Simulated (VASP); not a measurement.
A VASP calculation is set up with these files.

**INCAR**
```
SYSTEM = Cs
PREC = Accurate; ENCUT = 480; LREAL = F
LASPH = T
EDIFF = 1E-7; NELM = 100; ALGO = Normal
LMAXMIX = 4
ISMEAR = 1; SIGMA = 0.1
GGA = PS
ISIF = 2
LWAVE = F; LCHARG = F
```

### KPOINTS
```
Automatic mesh
0
Gamma
8 8 8
0 0 0
```

**POSCAR**
```
Cs
1
   -3.0019723234     2.8818934305     3.0019723234
    3.0019723234    -2.8818934305     3.0019723234
    3.0019723234     2.8818934305    -3.0019723234
Cs
1
Direct
  0.0000000000   0.0000000000   0.0000000000
```

POTCAR, in this order: Cs_sv (PBE.64 set). Program: vasp_std.

**Question.** Write an equivalent input for Quantum ESPRESSO's pw.x.

**Answer.** One equivalent input (not run):
```
&CONTROL
  calculation = 'scf'
  pseudo_dir = './pseudo'
  outdir = './out'
  tprnfor = .true.
  tstress = .true.
/
&SYSTEM
  ibrav = 0
  nat = 1
  ntyp = 1
  ecutwfc = 50
  occupations = 'smearing'
  smearing = 'methfessel-paxton'
  degauss = 0.00735
  input_dft = 'pbesol'
/
&ELECTRONS
  conv_thr = 7.3e-09
  electron_maxstep = 100
/
ATOMIC_SPECIES
  Cs 132.905 Cs.upf
CELL_PARAMETERS angstrom
    -3.0019723    2.8818934    3.0019723
     3.0019723   -2.8818934    3.0019723
     3.0019723    2.8818934   -3.0019723
ATOMIC_POSITIONS crystal
  Cs   0.0000000  0.0000000  0.0000000
K_POINTS automatic
  8 8 8 0 0 0
```
The two are equivalent in intent, not identical: the potentials are each code's own (VASP's PAW set, PseudoDojo norm-conserving files in pw.x), so ENCUT and ecutwfc are chosen apart and not converted; conv_thr bounds pw.x's estimated SCF error, while EDIFF bounds the energy change between steps.

The compound is Cs in the bcc structure. This cell was strained or had an atom moved on purpose.
